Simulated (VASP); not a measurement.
VASP ran on this input.

**KPOINTS**
```
Automatic mesh
0
Gamma
13 13 13
0 0 0
```

**INCAR**
```
# general
SYSTEM  = Rh
PREC    = Accurate
ENCUT   = 400
LREAL   = F
LASPH   = T

# electronic loop
EDIFF   = 1E-6
NELM    = 100
ALGO    = Normal
LMAXMIX = 4

# smearing
ISMEAR  = 1
SIGMA   = 0.1

# functional
GGA     = PS

# ions
IBRION  = 2
NSW     = 60
ISIF    = 3
EDIFFG  = -0.01

# output
LWAVE   = F
LCHARG  = F
```

File POSCAR:
```
Rh
1
    2.4860100000     0.0000000000     0.0000000000
    0.0000000000     2.4860100000     0.0000000000
    0.0000000000     0.0000000000     2.4860100000
Rh
1
Direct
  0.0000000000   0.0000000000   0.0000000000
```

POTCAR, in this order: Rh_pv (PBE.64 set). Program: vasp_std.

Problem. Write an equivalent input for Quantum ESPRESSO's pw.x.

Solution. One equivalent input (not run):
```
&CONTROL
  calculation = 'vc-relax'
  pseudo_dir = './pseudo'
  outdir = './out'
  tprnfor = .true.
  tstress = .true.
  nstep = 60
  forc_conv_thr = 0.00039
/
&SYSTEM
  ibrav = 0
  nat = 1
  ntyp = 1
  ecutwfc = 88
  occupations = 'smearing'
  smearing = 'methfessel-paxton'
  degauss = 0.00735
  input_dft = 'pbesol'
/
&ELECTRONS
  conv_thr = 7.3e-08
  electron_maxstep = 100
/
&IONS
/
&CELL
/
ATOMIC_SPECIES
  Rh 102.906 Rh.upf
CELL_PARAMETERS angstrom
     2.4860100    0.0000000    0.0000000
     0.0000000    2.4860100    0.0000000
     0.0000000    0.0000000    2.4860100
ATOMIC_POSITIONS crystal
  Rh   0.0000000  0.0000000  0.0000000
K_POINTS automatic
  13 13 13 0 0 0
```
Limits of the translation: the potentials are each code's own (VASP's PAW set, PseudoDojo norm-conserving files in pw.x), so ENCUT and ecutwfc are chosen apart and not converted; conv_thr bounds pw.x's estimated SCF error, while EDIFF bounds the energy change between steps; forc_conv_thr acts on force components and is met together with etot_conv_thr.

The structure was generated: Rh was put into the simple-cubic type (Pm-3m), which need not be its known phase. This run relaxes it. Symmetry was kept, so distortions that lower it aren't found.
